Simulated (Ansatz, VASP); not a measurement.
One calculation of Sb2Mo, two programs

The input INCAR:

```
SYSTEM = Sb2Mo
PREC = Accurate ; ENCUT = 600
EDIFF = 1E-6 ; ISMEAR = -1
SIGMA = 0.05 ; LREAL = .False.
LASPH = .True. ; NELM = 100
ALGO = Normal ; ISIF = 3
LWAVE = .False. ; LCHARG = .False.
GGA = PE ; IBRION = 2
NSW = 100 ; EDIFFG = -0.005
```

Contents of KPOINTS:

```
regular mesh
0
Gamma
  10 10 10
  0 0 0
```

File POSCAR:

```
Sb2Mo
1.0
    0.0000000000      3.2324611581      3.2324611581
    3.2324611581      0.0000000000      3.2324611581
    3.2324611581      3.2324611581      0.0000000000
Mo Sb
1 2
Direct
    0.0000000000      0.0000000000      0.0000000000
    0.2500000000      0.2500000000      0.2500000000
    0.7500000000      0.7500000000      0.7500000000
```

Input for Ansatz:

```yaml
crystal:
  lattice:
    - [0.0, 3.2324611581, 3.2324611581]
    - [3.2324611581, 0.0, 3.2324611581]
    - [3.2324611581, 3.2324611581, 0.0]
  atoms:
    - { symbol: Mo, position: [0.0, 0.0, 0.0] }
    - { symbol: Sb, position: [0.25, 0.25, 0.25] }
    - { symbol: Sb, position: [0.75, 0.75, 0.75] }
kpoints:
  mp_grid: { grid: [10, 10, 10] }
scf:
  occupations: { method: fermi_dirac, width: 0.05 }
hamiltonian:
  xc: pbe
  pseudopotentials: { kind: paw }
output:
  forces: true
  stress: true
relax:
  f_tol: 0.005
  max_steps: 80
  cell: {}
```

Alike in both runs: task relaxation of cell and atoms; functional PBE; k mesh 10 × 10 × 10; occupations fermi-dirac, width 0.05 eV; no spin polarisation.

```csv
,VASP,Ansatz
version,VASP 6.6.1,Ansatz 0.2.0
potentials or method,"VASP PAW PBE potentials, release 64 (Mo_sv, Sb)","PAW with Ansatz's default frozen-core files, scalar-relativistic"
plane-wave cutoff (eV),600,420
valence electrons in the cell,24,44
```

|  | VASP | Ansatz | Ansatz less VASP |
| --- | --- | --- | --- |
| relaxed volume (Å³/atom) | 23.93 | 23.96 | +0.033 |
| relaxed cell length with the largest relative difference (Å) | 4.665 | 4.667 | +0.0021 |
| energy change over the relaxation (meV/atom) | -29 | -29 | -0.9 |

The two sets of potentials don't hold the same shells in valence.

Spin-orbit coupling is left out, which matters for the levels of Sb.
